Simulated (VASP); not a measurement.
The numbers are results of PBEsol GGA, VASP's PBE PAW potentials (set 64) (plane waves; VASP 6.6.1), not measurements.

VASP ran on this input.

KPOINTS:
```
Automatic mesh
0
Gamma
5 5 5
0 0 0
```

File POSCAR:
```
FeSi
1
    4.3769714607    -0.0000000000    -0.0000000000
   -0.0000000000     4.3769714607     0.0000000000
    0.0000000000    -0.0000000000     4.3769714607
Fe Si
4 4
Direct
  0.8619599494   0.6380400506   0.3619599494
  0.3619599494   0.8619599494   0.6380400506
  0.1380400506   0.1380400506   0.1380400506
  0.6380400506   0.3619599494   0.8619599494
  0.1585653391   0.3414346609   0.6585653391
  0.6585653391   0.1585653391   0.3414346609
  0.8414346609   0.8414346609   0.8414346609
  0.3414346609   0.6585653391   0.1585653391
```

INCAR:
```
ALGO = Normal
EDIFF = 1E-6
EDIFFG = -0.02
ENCUT = 500
GGA = PS
IBRION = 2
ISIF = 3
ISMEAR = 0
LASPH = .True.
LCHARG = .False.
LMAXMIX = 4
LREAL = .False.
LWAVE = .False.
NELM = 100
NSW = 40
PREC = Accurate
PSTRESS = 50
SIGMA = 0.05
SYSTEM = FeSi
```

POTCAR, in this order: Fe Si (PBE.64 set). Program: vasp_std.

What VASP printed:

File OSZICAR:
```
       N       E                     dE             d eps       ncg     rms          rms(c)
DAV:   1     0.348118063438E+03    0.34812E+03   -0.19559E+04   638   0.181E+03
DAV:   2    -0.325997387326E+02   -0.38072E+03   -0.36889E+03   638   0.421E+02
DAV:   3    -0.703912452169E+02   -0.37792E+02   -0.34291E+02   890   0.146E+02
DAV:   4    -0.722200556953E+02   -0.18288E+01   -0.17911E+01   980   0.372E+01
DAV:   5    -0.722432722051E+02   -0.23217E-01   -0.23188E-01   975   0.433E+00    0.354E+01
DAV:   6    -0.759931190399E+02   -0.37498E+01   -0.23466E+02   952   0.172E+02    0.293E+01
DAV:   7    -0.641627124559E+02    0.11830E+02   -0.89797E+01   962   0.120E+02    0.985E+00
DAV:   8    -0.638901519795E+02    0.27256E+00   -0.36387E+00   802   0.164E+01    0.302E+00
DAV:   9    -0.638087360651E+02    0.81416E-01   -0.46105E-01  1007   0.658E+00    0.118E+00
DAV:  10    -0.637981102227E+02    0.10626E-01   -0.15877E-02   786   0.140E+00    0.434E-01
DAV:  11    -0.637967077022E+02    0.14025E-02   -0.99378E-03  1007   0.120E+00    0.143E-01
DAV:  12    -0.637966428751E+02    0.64827E-04   -0.27410E-04   994   0.164E-01    0.585E-02
DAV:  13    -0.637966341606E+02    0.87146E-05   -0.75173E-05   999   0.810E-02    0.177E-02
DAV:  14    -0.637966333450E+02    0.81556E-06   -0.22732E-06   543   0.179E-02
   1 F= -.61179773E+02 E0= -.61179463E+02  d E =-.611798E+02
```

File OUTCAR:
```
------------------------ aborting loop because EDIFF is reached ----------------------------------------
  FORCE on cell =-STRESS in cart. coord.  units (eV):
  Direction    XX          YY          ZZ          XY          YZ          ZX
  --------------------------------------------------------------------------------------
  Total        2.6305624      2.6305624      2.6305624     -0.0000000     -0.0000000      0.0000000
  in kB       50.2618018     50.2618018     50.2618018     -0.0000000     -0.0000000      0.0000000
  external PRESSURE =       0.2618018 kB  Pullay stress =      50.0000000 kB
  volume of cell :       83.85
      direct lattice vectors                 reciprocal lattice vectors
     4.376971461  0.000000000  0.000000000     0.228468476  0.000000000  0.000000000
     0.000000000  4.376971461  0.000000000     0.000000000  0.228468476  0.000000000
     0.000000000  0.000000000  4.376971461     0.000000000  0.000000000  0.228468476
 POSITION                                       TOTAL-FORCE (eV/Angst)
 -----------------------------------------------------------------------------------
      3.77277      2.79268      1.58429        -0.001376      0.001376     -0.001376
      1.58429      3.77277      2.79268        -0.001376     -0.001376      0.001376
      0.60420      0.60420      0.60420         0.001376      0.001376      0.001376
      2.79268      1.58429      3.77277         0.001376     -0.001376     -0.001376
      0.69404      1.49445      2.88252         0.000235     -0.000235      0.000235
      2.88252      0.69404      1.49445         0.000235      0.000235     -0.000235
      3.68294      3.68294      3.68294        -0.000235     -0.000235     -0.000235
      1.49445      2.88252      0.69404        -0.000235      0.000235      0.000235
 -----------------------------------------------------------------------------------
    total drift:                               -0.000001     -0.000001     -0.000000
  FREE ENERGIE OF THE ION-ELECTRON SYSTEM (eV)
  ---------------------------------------------------
  free  energy   TOTEN  =       -63.7966333450 eV

  energy  without entropy=      -63.7960140767  energy(sigma->0) =      -63.79632371
  enthalpy is  TOTEN    =       -61.1797728766 eV   P V=        2.6168604684

 reached required accuracy - stopping structural energy minimisation
```
(Selected blocks of OUTCAR.)

The compound is FeSi in the B20 structure. It was relaxed first under an external pressure of 5 GPa. The run is not spin-polarised, so no magnetic state was tried.
